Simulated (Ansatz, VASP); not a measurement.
# Te2As in two plane-wave programs, part 2 of 2

One calculation is typed for both programs; each brings its own data sets. How far apart do they land? The cell is generated by rule, not measured, and may not be a known phase. The cell is taken from a series of runs on this material, whose earlier steps may have relaxed, scaled, displaced or heated it; both programs get it as it stands.

VASP 6.6.1 and Ansatz 0.2.0.

So far: Starting point; VASP: zone-centre phonons, LDA.

**2. VASP: zone-centre phonons, LDA (continued)**

Level of this step: LDA; plane waves and PAW (As, Te); invented cell (VASP).

Numbers of over 12 decimals in the logs are rounded to 6 here.

From OUTCAR (step 2):

```text
ion  position               nearest neighbor table
   1  0.085  0.915  0.250-   3 2.80   4 2.80   5 2.80   6 2.80
   2  0.915  0.085  0.750-   3 2.80   4 2.80   5 2.80   6 2.80
   3  0.261  0.261  0.000-   1 2.80   2 2.80   6 3.02   6 3.02   6 3.67
   4  0.739  0.739  0.500-   1 2.80   2 2.80   5 3.02   5 3.02   5 3.67
   5  0.261  0.261  0.500-   1 2.80   2 2.80   4 3.02   4 3.02   4 3.67
   6  0.739  0.739  0.000-   1 2.80   2 2.80   3 3.02   3 3.02   3 3.67

  LATTYP: Found a base centered orthorhombic cell.
 ALAT       =     6.0213359570
 B/A-ratio  =     1.2760373270
 C/A-ratio  =     1.2486948432

 Subroutine GETGRP returns: Found  8 space group operations
 (whereof  4 operations were pure point group operations)

The static configuration has the point symmetry C_2h.
 The point group associated with its full space group is D_2h.

 Found     39 irreducible k-points:

   k-points           NKPTS =     39   k-points in BZ     NKDIM =     39   number of bands    NBANDS=     23

   dimension x,y,z NGX =    36 NGY =   36 NGZ =   56
   dimension x,y,z NGXF=    72 NGYF=   72 NGZF=  112

   ENCUT  =  500.0 eV  36.75 Ry    6.06 a.u.   8.90  8.90 13.71*2*pi/ulx,y,z

   NELECT =      34.0000    total number of electrons

 k-points in reciprocal lattice and weights: Automatic mesh
   0.00000000  0.00000000  0.00000000       0.007
   0.16666667  0.00000000  0.00000000       0.028
   0.33333333  0.00000000  0.00000000       0.028
   0.50000000 -0.00000000  0.00000000       0.014
   0.16666667  0.16666667  0.00000000       0.014
   0.33333333  0.16666667  0.00000000       0.028
   0.50000000  0.16666667  0.00000000       0.028
  -0.33333333  0.16666667  0.00000000       0.028
  -0.16666667  0.16666667  0.00000000       0.014
[...]
-0.33333333  0.33333333  0.50000000       0.014
   0.50000000  0.50000000  0.50000000       0.007

 average (electrostatic) potential at core
       1 -52.5409       2 -52.5409       3 -89.7023       4 -89.7023       5 -89.7023
       6 -89.7023

 Eigenvectors and eigenvalues of the dynamical matrix
 ----------------------------------------------------

   1 f  =    4.918919 THz    30.906482 2PiTHz  164.077489 cm-1    20.343007 meV
             X         Y         Z           dx          dy          dz
      3.841725  2.498242  1.879703     0.621647    0.000000   -0.000000
      3.841725 -2.498242  5.639108     0.621647   -0.000000    0.000000
      2.004440  0.000000  0.000000    -0.238280   -0.000000    0.000000
      5.679010  0.000000  3.759406    -0.238280    0.000000    0.000000
      2.004440  0.000000  3.759406    -0.238280   -0.000000   -0.000000
      5.679010  0.000000  0.000000    -0.238280   -0.000000    0.000000

   2 f  =    4.782520 THz    30.049457 2PiTHz  159.527685 cm-1    19.778903 meV
             X         Y         Z           dx          dy          dz
      3.841725  2.498242  1.879703    -0.000000   -0.000000   -0.672579
      3.841725 -2.498242  5.639108    -0.000000    0.000000    0.672579
      2.004440  0.000000  0.000000    -0.154333   -0.000000   -0.000000
      5.679010  0.000000  3.759406    -0.154333   -0.000000   -0.000000
      2.004440  0.000000  3.759406     0.154333   -0.000000    0.000000
      5.679010  0.000000  0.000000     0.154333   -0.000000    0.000000

   3 f  =    3.903292 THz    24.525109 2PiTHz  130.199819 cm-1    16.142713 meV
             X         Y         Z           dx          dy          dz
      3.841725  2.498242  1.879703     0.000000   -0.282377    0.000000
      3.841725 -2.498242  5.639108     0.000000    0.282377   -0.000000
      2.004440  0.000000  0.000000     0.458401    0.000000   -0.000000
      5.679010  0.000000  3.759406    -0.458401    0.000000    0.000000
      2.004440  0.000000  3.759406     0.458401   -0.000000   -0.000000
      5.679010  0.000000  0.000000    -0.458401   -0.000000    0.000000

   4 f  =    3.880204 THz    24.380041 2PiTHz  129.429673 cm-1    16.047227 meV
             X         Y         Z           dx          dy          dz
      3.841725  2.498242  1.879703     0.000000    0.000000    0.000000
      3.841725 -2.498242  5.639108    -0.000000   -0.000000    0.000000
      2.004440  0.000000  0.000000    -0.000000    0.481364   -0.135236
      5.679010  0.000000  3.759406     0.000000    0.481364    0.135236
      2.004440  0.000000  3.759406    -0.000000   -0.481364   -0.135236
      5.679010  0.000000  0.000000     0.000000   -0.481364    0.135236

   5 f  =    3.752440 THz    23.577278 2PiTHz  125.167934 cm-1    15.518839 meV
             X         Y         Z           dx          dy          dz
      3.841725  2.498242  1.879703     0.361850    0.000000   -0.000000
      3.841725 -2.498242  5.639108    -0.361850    0.000000   -0.000000
      2.004440  0.000000  0.000000     0.000000   -0.418732    0.095897
      5.679010  0.000000  3.759406    -0.000000    0.418732    0.095897
      2.004440  0.000000  3.759406     0.000000   -0.418732   -0.095897
      5.679010  0.000000  0.000000    -0.000000    0.418732   -0.095897

   6 f  =    3.630233 THz    22.809424 2PiTHz  121.091525 cm-1    15.013429 meV
             X         Y         Z           dx          dy          dz
      3.841725  2.498242  1.879703     0.000000    0.364850    0.000000
      3.841725 -2.498242  5.639108    -0.000000    0.364850    0.000000
      2.004440  0.000000  0.000000     0.000000   -0.139348    0.404999
      5.679010  0.000000  3.759406     0.000000   -0.139348   -0.404999
      2.004440  0.000000  3.759406     0.000000   -0.139348   -0.404999
      5.679010  0.000000  0.000000     0.000000   -0.139348    0.404999

   7 f  =    3.222727 THz    20.248990 2PiTHz  107.498597 cm-1    13.328121 meV
             X         Y         Z           dx          dy          dz
      3.841725  2.498242  1.879703    -0.390073   -0.000000    0.000000
      3.841725 -2.498242  5.639108     0.390073    0.000000    0.000000
      2.004440  0.000000  0.000000    -0.000000   -0.245713   -0.336966
      5.679010  0.000000  3.759406     0.000000    0.245713   -0.336966
      2.004440  0.000000  3.759406     0.000000   -0.245713    0.336966
      5.679010  0.000000  0.000000    -0.000000    0.245713    0.336966

   8 f  =    3.186382 THz    20.020628 2PiTHz  106.286257 cm-1    13.177810 meV
             X         Y         Z           dx          dy          dz
      3.841725  2.498242  1.879703     0.000000   -0.000000    0.619875
      3.841725 -2.498242  5.639108    -0.000000    0.000000    0.619875
      2.004440  0.000000  0.000000    -0.000000    0.038637   -0.237455
      5.679010  0.000000  3.759406     0.000000   -0.038637   -0.237455
      2.004440  0.000000  3.759406     0.000000   -0.038637   -0.237455
      5.679010  0.000000  0.000000    -0.000000    0.038637   -0.237455

   9 f  =    2.914245 THz    18.310743 2PiTHz   97.208756 cm-1    12.052344 meV
             X         Y         Z           dx          dy          dz
      3.841725  2.498242  1.879703    -0.000000    0.648277    0.000000
      3.841725 -2.498242  5.639108    -0.000000   -0.648277    0.000000
      2.004440  0.000000  0.000000     0.199671    0.000000    0.000000
      5.679010  0.000000  3.759406    -0.199671    0.000000   -0.000000
      2.004440  0.000000  3.759406     0.199671   -0.000000    0.000000
      5.679010  0.000000  0.000000    -0.199671    0.000000   -0.000000

  10 f  =    2.852559 THz    17.923158 2PiTHz   95.151133 cm-1    11.797232 meV
             X         Y         Z           dx          dy          dz
      3.841725  2.498242  1.879703     0.000000   -0.000000   -0.000000
      3.841725 -2.498242  5.639108     0.000000    0.000000    0.000000
      2.004440  0.000000  0.000000    -0.500000    0.000000    0.000000
      5.679010  0.000000  3.759406     0.500000    0.000000   -0.000000
      2.004440  0.000000  3.759406     0.500000   -0.000000    0.000000
      5.679010  0.000000  0.000000    -0.500000   -0.000000   -0.000000

  11 f  =    2.827104 THz    17.763218 2PiTHz   94.302035 cm-1    11.691957 meV
             X         Y         Z           dx          dy          dz
      3.841725  2.498242  1.879703    -0.000000    0.000000   -0.000000
      3.841725 -2.498242  5.639108     0.000000   -0.000000   -0.000000
      2.004440  0.000000  0.000000    -0.000000   -0.135236   -0.481364
      5.679010  0.000000  3.759406     0.000000   -0.135236    0.481364
      2.004440  0.000000  3.759406     0.000000    0.135236   -0.481364
      5.679010  0.000000  0.000000    -0.000000    0.135236    0.481364

  12 f  =    2.219349 THz    13.944580 2PiTHz   74.029511 cm-1     9.178485 meV
             X         Y         Z           dx          dy          dz
      3.841725  2.498242  1.879703    -0.000000   -0.503512    0.000000
      3.841725 -2.498242  5.639108     0.000000   -0.503512   -0.000000
      2.004440  0.000000  0.000000    -0.000000    0.193035    0.293216
      5.679010  0.000000  3.759406    -0.000000    0.193035   -0.293216
      2.004440  0.000000  3.759406     0.000000    0.193035   -0.293216
      5.679010  0.000000  0.000000     0.000000    0.193035    0.293216

  13 f  =    2.181612 THz    13.707473 2PiTHz   72.770744 cm-1     9.022418 meV
             X         Y         Z           dx          dy          dz
      3.841725  2.498242  1.879703    -0.000000   -0.000000   -0.218260
      3.841725 -2.498242  5.639108    -0.000000   -0.000000    0.218260
      2.004440  0.000000  0.000000     0.475585    0.000000    0.000000
      5.679010  0.000000  3.759406     0.475585    0.000000   -0.000000
      2.004440  0.000000  3.759406    -0.475585    0.000000   -0.000000
      5.679010  0.000000  0.000000    -0.475585    0.000000    0.000000
    [... 43 further lines ...]
      2.004440  0.000000  3.759406    -0.000000   -0.489641   -0.064457
      5.679010  0.000000  0.000000    -0.000000    0.489641   -0.064457

 ELASTIC MODULI CONTR FROM IONIC RELAXATION (kBar)
 Direction    XX          YY          ZZ          XY          YZ          ZX
 --------------------------------------------------------------------------------
 XX        -667.7779    -68.8284   -258.9535     -0.0000     -0.0000      0.0000
 YY         -68.8284    -19.2865    -32.7101     -0.0000     -0.0000      0.0000
 ZZ        -258.9535    -32.7101   -103.3900     -0.0000     -0.0000      0.0000
 XY          -0.0000     -0.0000     -0.0000     -8.1086      0.0000     -0.0000
 YZ          -0.0000     -0.0000     -0.0000      0.0000    -24.1289     -0.0000
 ZX           0.0000      0.0000      0.0000      0.0000     -0.0000   -462.0199
 --------------------------------------------------------------------------------
```

The k-mesh is coarse for a metal.

**3. Ansatz: zone-centre phonons, LDA**

Ansatz runs on its default PAW (the set named soft_2) files.

The same cell, functional (in two slightly different forms), mesh and smearing now go to Ansatz, which takes its cutoff from its data sets.

Contents of input.yaml:

```yaml
crystal:
  lattice:
    - [3.8417247198, -3.0106679785, 0.0]
    - [3.8417247198, 3.0106679785, 0.0]
    - [0.0, 0.0, 7.5188111586]
  atoms:
    - { symbol: As, position: [0.0851016513, 0.9148983487, 0.25] }
    - { symbol: As, position: [0.9148983487, 0.0851016513, 0.75] }
    - { symbol: Te, position: [0.2608775752, 0.2608775752, 0.0] }
    - { symbol: Te, position: [0.7391224248, 0.7391224248, 0.5] }
    - { symbol: Te, position: [0.2608775752, 0.2608775752, 0.5] }
    - { symbol: Te, position: [0.7391224248, 0.7391224248, 0.0] }
kpoints:
  mp_grid: { grid: [6, 6, 4] }
hamiltonian:
  xc: lda
scf:
  occupations: { method: methfessel_paxton, width: 0.15 }
output:
  eigenvalues: true
phonons:
  method: dfpt
```

Command:

```
ansatz run input.yaml --threads 8 --pin off --max-ram 14336MiB --backend cpu --events-out ev --progress --plain --runs-dir out
```

The program printed:

```text
Engine: ansatz 0.2.0, aarch64-unknown-linux-gnu
Pseudopotentials: kind: paw
Pseudopotential: As, paw, valence charge 15, recommended cutoff 420 eV (normal), As.paw.azcp
Pseudopotential: Te, paw, valence charge 16, recommended cutoff 420 eV (normal), Te.paw.azcp
Functional definition: SPW92
  exchange = slater_x
  correlation = pw_c
Crystal: 6 atoms, lattice volume = 173.928 Å³
Basis set: ecut = 420 eV, 3359 PW (Γ), exchange–correlation on 72×72×108 points (8 copies of the dense FFT grid, shifted against one another)
Bands: 57, of which v1, the nominal top of the filled ones, is band 47 counted from 1 (46 counted from 0)
Symmetry: 8 space group operations
k-points: 76 of 144 (irreducible under 1 space group operation, time reversal used)
Non-local potential: As, projectors of the file, l = 0: 2, l = 1: 2, l = 2: 3, l = 3: 1
Non-local potential: Te, projectors of the file, l = 0: 2, l = 1: 2, l = 2: 2, l = 3: 2
PAW form: soft (Blöchl's): semilocal exchange-correlation on the pseudo side does not see the compensation charge
PAW frozen core: As, regenerated for the run's functional, and the local potential with it (the file was generated under x = pbe(κ = 0.804, μ = 0.219515), c = pbe(β = 0.066725))
PAW frozen core: Te, regenerated for the run's functional, and the local potential with it (the file was generated under x = pbe(κ = 0.804, μ = 0.219515), c = pbe(β = 0.066725))
PAW one-centre angular grid: As, 590 points (default); XC on 64 Gauss nodes
PAW one-centre angular grid: Te, 590 points (default); XC on 64 Gauss nodes
Initial density: superposition of atomic densities (neutral atoms: chi_scale 0, normalization atom), corrected by the library's trained network
Initial wavefunctions: pseudopotential atomic-orbital guess
Functional: x = slater, c = lda
SCF iter   1: F=—  HF=-36854.847572 eV  |F-HF|=—  |Δ(HF+E_count)|=         —  Δρ=4.71e-3  dr2=2.05e-2  ethr=1.77e-3  ⟨swp⟩=8.1  Hψ=17804  notcnv=0
preconditioner: auto → LDOS  [metal: Δε(μ)=0.078 eV  Ē_g=8.930 eV  σ=0.150 eV  W_gap=0.39  n_scr=40 (ndim 8)  ℏωp=16.4 eV  f_vac=0.037  D(μ)=1.41/eV (n_scr^D=2)  β→1.0]
SCF iter   2: F=—  HF=-36854.836664 eV  |F-HF|=—  |Δ(HF+E_count)|=   1.09e-2  S|Δr|=    0.00e0  Δρ=8.60e-4  dr2=1.58e-3  ethr=2.18e-5  ⟨swp⟩=2.1  Hψ=8011  notcnv=0
SCF iter   3: F=—  HF=-36854.836031 eV  |F-HF|=—  |Δ(HF+E_count)|=   6.34e-4  S|Δr|=    0.00e0  Δρ=2.76e-4  dr2=2.58e-4  ethr=1.68e-6  ⟨swp⟩=2.1  Hψ=7689  notcnv=0
SCF iter   4: F=—  HF=-36854.835939 eV  |F-HF|=—  |Δ(HF+E_count)|=   9.18e-5  S|Δr|=    0.00e0  Δρ=4.25e-5  dr2=3.68e-6  ethr=2.75e-7  ⟨swp⟩=3.0  Hψ=7924  notcnv=0
SCF iter   5: F=—  HF=-36854.835983 eV  |F-HF|=—  |Δ(HF+E_count)|=   4.37e-5  S|Δr|=    0.00e0  Δρ=1.19e-5  dr2=3.82e-7  ethr=3.92e-9  ⟨swp⟩=2.0  Hψ=6172  notcnv=0
SCF iter   6: F=—  HF=-36854.835983 eV  |F-HF|=—  |Δ(HF+E_count)|=   7.54e-8  S|Δr|=    0.00e0  Δρ=3.22e-6  dr2=1.41e-8  ethr=4.06e-10  ⟨swp⟩=2.0  Hψ=6151  notcnv=0
SCF iter   7: F=—  HF=-36854.835983 eV  |F-HF|=—  |Δ(HF+E_count)|=   2.60e-9  S|Δr|=    0.00e0  Δρ=9.01e-7  dr2=1.38e-9  ethr=1.50e-11  ⟨swp⟩=2.0  Hψ=6207  notcnv=0
SCF iter   8: F=—  HF=-36854.835983 eV  |F-HF|=—  |Δ(HF+E_count)|=  3.93e-10  S|Δr|=    0.00e0  Δρ=2.13e-7  dr2=6.62e-11  ethr=1.47e-12  ⟨swp⟩=2.0  Hψ=6158  notcnv=0
SCF iter   9: F=-36854.835983 eV  HF=-36854.835983 eV  |F-HF|=0.00e0  |Δ(HF+E_count)|=  3.64e-11  S|Δr|=    0.00e0  Δρ=5.70e-8  dr2=6.22e-12  ethr=1.00e-12  ⟨swp⟩=11.8  Hψ=22199  notcnv=0
SCF 1 converged in 9 iterations: F = -36854.835983 eV  dr2 = 6.22e-12
  greatest PAW one-centre occupation: 1.000 electrons in one spin orbital (limit 2), on the As atom at site 1 (counted from 0), in its partial waves of l = 2
DFPT response loops at Γ: preconditioner auto → Kerker (q_TF=auto, 2.462 Å⁻¹) (partly filled bands, converged f_vac=0.037); β = 1.00, the filter's whole step (`scf.mixing.beta` (0.50) is not read by the response loops under this deck's `scf.mixing.preconditioner`; to damp them name `kerker` or `kerker_dos`, under which they read `scf.mixing.beta`, and type it under 1.00, their step now; both keys bind the ground state too); Broyden in place of MSR1
SCF converged after 9 iterations
Stability not checked: this state was not tested for a lower state beside it, because cold or Methfessel-Paxton smearing, or corrected tetrahedra, fill the levels in a way that the test cannot read (fill_not_monotonic; see scf.lower_state_search)
Free energy (F): -36854.835983 eV
Harris-Foulkes:  -36854.835983 eV  (|F-HF|=0.00e0)
Internal energy: -36854.841528 eV  (E = F + TS)
E sigma→0 (E₀):  -36854.837369 eV
Entropy (-TS):   0.005545 eV (0.924 meV/atom)
Fermi energy:    9.290015 eV
Step filling:    the computed levels leave a gap of 0.0815 eV = 0.5 smearing widths at the electron count; against every level under it full and every level over it empty, smearing changes F+E_penalty+E_count by +2.975 meV and its σ→0 estimate by +1.589 meV
--- Per-component energies (eV) ---
  E_band       = -1536.674537
  E_kinetic    = 933.731009
  E_local      = -8726.215903  (includes V_loc(G=0)·N_el)
  E_nonlocal   = -2551.029093
  E_hartree    = 5228.474288
  E_xc         = -654.158273
  E_vxc        = -579.320249  (∫ρ·V_xc dr)
  E_paw        = -21543.987161  (= ΣΔE_a)
  E_vpaw       = -1070.788000  (= ΣTr[D̂ρ^β])
  E_aug_tail   = -0.000814  (compensation charges beyond the density's cutoff)
  E_ewald      = -9548.520685
  E_core_change = 6.865105  (= ΣΔE_core)
  E_smearing   = 0.005545  (= −TS)
  E_closure    = -0.000000  (closes the sum)
  Σ components = -36854.835983   (vs F -36854.835983, Δ=0.00e0)
--- Band table (eV; the first three rows and the last of 76) ---
  k-point 0: bands = [... 43 lower, 6.5674, 7.5579, 7.9923, 9.6657, 10.0658, 10.7708, 10.8470, 11.0038, ... 6 higher]
  k-point 1: bands = [... 43 lower, 7.1417, 7.8210, 7.9337, 9.1002, 9.4904, 10.4272, 10.5401, 11.4821, ... 6 higher]
  k-point 2: bands = [... 43 lower, 7.2063, 7.9549, 7.9549, 8.9538, 8.9538, 10.0568, 10.0568, 11.9345, ... 6 higher]
  k-point 75: bands = [... 43 lower, 7.7236, 9.0048, 9.0048, 9.6561, 9.6561, 11.1531, 11.1531, 12.5683, ... 6 higher]
--- Phonons (Γ-DFPT): 6 representative perturbations + reference, on 76 of 144 k-points (Σ response iterations 19) ---
  k mesh reduced under 1 symmetry operation, with k and −k counted as one. Each operation leaves every solved perturbation unchanged. A smaller set is not used because it would not reduce the number of displacements times k-points to solve
  ASR residual: 8.441e-5 → 0.000e0 eV/Å²; symmetrization residual: 4.507e-5 eV/Å²
  ASR residual per site (eV/Å²): 2.81e-5 2.81e-5 8.44e-5 8.44e-5 8.44e-5 8.44e-5
  Γ frequencies (cm⁻¹): 0.00 0.00 0.00 2.33 61.84 71.78 74.65 93.05 94.28 97.75 102.85 104.97 120.52 123.07 127.43 129.43 155.27 161.30
  non-analytic LO–TO correction: not included (Born effective charges unavailable; polar crystals: no LO–TO splitting at Γ)
```

**4. Comparison**

Known differences besides the potentials themselves: the two LDA forms differ slightly; the data sets hold 94 valence electrons in Ansatz (on its default PAW (the set named soft_2) files) and 34 in VASP; the cutoff is 420 eV in Ansatz and 500 eV in VASP; VASP's log shows a relativistic correction to its local exchange, Ansatz's none. Total energies have different zeros and are not compared.

Both answers:

| quantity | Ansatz | VASP | difference |
| --- | --- | --- | --- |
| optical mode 1 (imaginary, printed as negative) (cm⁻¹) | 2.3 | -2.4 | +4.7 |
| optical mode 2 (cm⁻¹) | 61.8 | 61.8 | +0.14 % |
| optical mode 3 (cm⁻¹) | 71.8 | 72.8 | -1.36 % |
| optical mode 4 (cm⁻¹) | 74.7 | 74.0 | +0.84 % |
| optical mode 5 (cm⁻¹) | 93.0 | 94.3 | -1.33 % |
| optical mode 6 (cm⁻¹) | 94.3 | 95.2 | -0.92 % |
| optical mode 7 (cm⁻¹) | 97.8 | 97.2 | +0.56 % |
| optical mode 8 (cm⁻¹) | 102.8 | 106.3 | -3.23 % |
| optical mode 9 (cm⁻¹) | 105.0 | 107.5 | -2.35 % |
| optical mode 10 (cm⁻¹) | 120.5 | 121.1 | -0.47 % |
| optical mode 11 (cm⁻¹) | 123.1 | 125.2 | -1.68 % |
| optical mode 12 (cm⁻¹) | 127.4 | 129.4 | -1.54 % |
| optical mode 13 (cm⁻¹) | 129.4 | 130.2 | -0.59 % |
| optical mode 14 (cm⁻¹) | 155.3 | 159.5 | -2.67 % |
| optical mode 15 (cm⁻¹) | 161.3 | 164.1 | -1.69 % |

Modes are paired by rising frequency, not by their patterns, so a pair may set unlike modes beside each other; they are those without the splitting of longitudinal modes.

**5. Outcome**

* r.m.s. difference of the optical zone-centre modes, each program's sorted by frequency (zone-centre phonons, LDA): 2.3 cm⁻¹
* difference in optical mode 8 (zone-centre phonons, LDA): -3.2 %

In words: The r.m.s. difference of the optical zone-centre modes, each program's sorted by frequency is 2.3 cm⁻¹ (zone-centre phonons, LDA). The data sets hold unlike numbers of valence electrons (94 in Ansatz and 34 in VASP), so part of the differences comes from the potentials. Among the rows given in per cent, the largest difference of the zone-centre phonons, LDA pair is in optical mode 8, -3.2 %. How closely two codes agree says nothing of how well the functional describes the real material.

[Lines on the potential files, build, host, timing and source positions are cut from VASP's logs without a mark.]

[Logs are printed without paths, hosts, clocks, repeated set-up lines and the standing remarks that a program may print on its own settings, such as how far it seeks lower states.]

[Hosts, paths, dates, database ids (printed as entryN), source tags and the programs' standing remarks are cut or masked in the printed files.]
